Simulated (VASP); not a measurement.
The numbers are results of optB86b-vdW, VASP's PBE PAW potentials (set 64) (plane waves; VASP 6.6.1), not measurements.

Input for VASP

INCAR:
```
SYSTEM  =  CoSi2
PREC  =  Accurate; ENCUT  =  520; LREAL  =  .FALSE.
LASPH  =  .TRUE.
EDIFF  =  1E-7; NELM  =  100; ALGO  =  Normal
LMAXMIX  =  4
ISMEAR  =  -5
GGA  =  MK; LUSE_VDW  =  .TRUE.; AGGAC  =  0.0
PARAM1  =  0.1234; PARAM2  =  1.0
ISIF  =  2
LWAVE  =  .FALSE.; LCHARG  =  .TRUE.; LORBIT  =  11
NEDOS  =  601
LEFG  =  .TRUE.
```

File POSCAR:
```
CoSi2
1
   -0.0000000000     2.6734043079     2.6734043079
    2.6734043079    -0.0000000000     2.6734043079
    2.6734043079     2.6734043079    -0.0000000000
Co Si
1 2
Direct
  0.0000000000   0.0000000000   0.0000000000
  0.2500000000   0.2500000000   0.2500000000
  0.7500000000   0.7500000000   0.7500000000
```

**KPOINTS**
```
Automatic mesh
0
Gamma
11 11 11
0 0 0
```

POTCAR, in this order: Co Si (PBE.64 set). Program: vasp_std.

What VASP printed:

OSZICAR:
```
       N       E                     dE             d eps       ncg     rms          rms(c)
DAV:   1     0.756839759824E+02    0.75684E+02   -0.71500E+03  1352   0.135E+03
DAV:   2    -0.116962734320E+02   -0.87380E+02   -0.82107E+02  1364   0.257E+02
DAV:   3    -0.158515740592E+02   -0.41553E+01   -0.40177E+01  1728   0.645E+01
DAV:   4    -0.159545317164E+02   -0.10296E+00   -0.10264E+00  1616   0.959E+00
DAV:   5    -0.159576129275E+02   -0.30812E-02   -0.30821E-02  1788   0.177E+00    0.140E+01
DAV:   6    -0.191458571797E+02   -0.31882E+01   -0.36225E+01  1676   0.130E+02    0.167E+01
DAV:   7    -0.146815127991E+02    0.44643E+01   -0.15585E+01  1780   0.103E+02    0.347E+00
DAV:   8    -0.146978130981E+02   -0.16300E-01   -0.90623E-01  1584   0.781E+00    0.181E+00
DAV:   9    -0.146676075640E+02    0.30206E-01   -0.10061E-01  1680   0.686E+00    0.399E-01
DAV:  10    -0.146676400962E+02   -0.32532E-04   -0.57500E-03  1684   0.933E-01    0.705E-02
DAV:  11    -0.146676373755E+02    0.27207E-05   -0.35540E-04  1996   0.351E-01    0.384E-02
DAV:  12    -0.146676502758E+02   -0.12900E-04   -0.34612E-05  1464   0.565E-02    0.210E-02
DAV:  13    -0.146676468534E+02    0.34223E-05   -0.28568E-06  2136   0.203E-02    0.447E-03
DAV:  14    -0.146676460340E+02    0.81940E-06   -0.36774E-07  1452   0.758E-03    0.266E-03
DAV:  15    -0.146676468797E+02   -0.84567E-06   -0.77571E-08   892   0.580E-03    0.929E-04
DAV:  16    -0.146676472074E+02   -0.32773E-06   -0.57563E-08   780   0.201E-03    0.218E-04
DAV:  17    -0.146676471836E+02    0.23776E-07   -0.82876E-09   768   0.154E-03
   1 F= -.14667647E+02 E0= -.14667647E+02  d E =0.000000E+00
```

File OUTCAR:
```
------------------------ aborting loop because EDIFF is reached ----------------------------------------
  FORCE on cell =-STRESS in cart. coord.  units (eV):
  Direction    XX          YY          ZZ          XY          YZ          ZX
  --------------------------------------------------------------------------------------
  Total       -0.0466828     -0.0466828     -0.0466828      0.0000000      0.0000000     -0.0000000
  in kB       -1.9572356     -1.9572356     -1.9572356      0.0000000      0.0000000     -0.0000000
  external PRESSURE =      -1.9572356 kB  Pullay stress =       0.0000000 kB
  volume of cell :       38.21
      direct lattice vectors                 reciprocal lattice vectors
     0.000000000  2.673404308  2.673404308    -0.187027454  0.187027454  0.187027454
     2.673404308  0.000000000  2.673404308     0.187027454 -0.187027454  0.187027454
     2.673404308  2.673404308  0.000000000     0.187027454  0.187027454 -0.187027454
 POSITION                                       TOTAL-FORCE (eV/Angst)
 -----------------------------------------------------------------------------------
      0.00000      0.00000      0.00000         0.000000      0.000000     -0.000000
      1.33670      1.33670      1.33670         0.000000      0.000000      0.000000
      4.01011      4.01011      4.01011        -0.000000     -0.000000     -0.000000
 -----------------------------------------------------------------------------------
    total drift:                               -0.000000     -0.000000      0.000000
  FREE ENERGIE OF THE ION-ELECTRON SYSTEM (eV)
  ---------------------------------------------------
  free  energy   TOTEN  =       -14.6676471836 eV

  energy  without entropy=      -14.6676471836  energy(sigma->0) =      -14.66764718

 total charge

# of ion       s       p       d       tot
------------------------------------------
    1        0.541   0.724   7.612   8.877
    2        0.718   0.879   0.000   1.597
    3        0.718   0.879   0.000   1.597
--------------------------------------------------
tot          1.977   2.481   7.612  12.070

 Electric field gradients after diagonalization (V/A^2)
 (convention: |V_zz| > |V_xx| > |V_yy|)
----------------------------------------------------------------------
 ion       V_xx      V_yy      V_zz     asymmetry (V_yy - V_xx)/ V_zz
----------------------------------------------------------------------
   1       0.002     0.002    -0.003       0.000
   2       0.000     0.000    -0.000       0.000
   3       0.000     0.000    -0.000       0.000
```
(Selected blocks of OUTCAR.)

For a metal the tetrahedron method with Blöchl corrections gives inexact stress and forces.

The compound is CoSi2 in the fluorite structure. It was relaxed first. The run is not spin-polarised, so no magnetic state was tried. The electron count is odd and the run is not spin-polarised, which forces a metal.
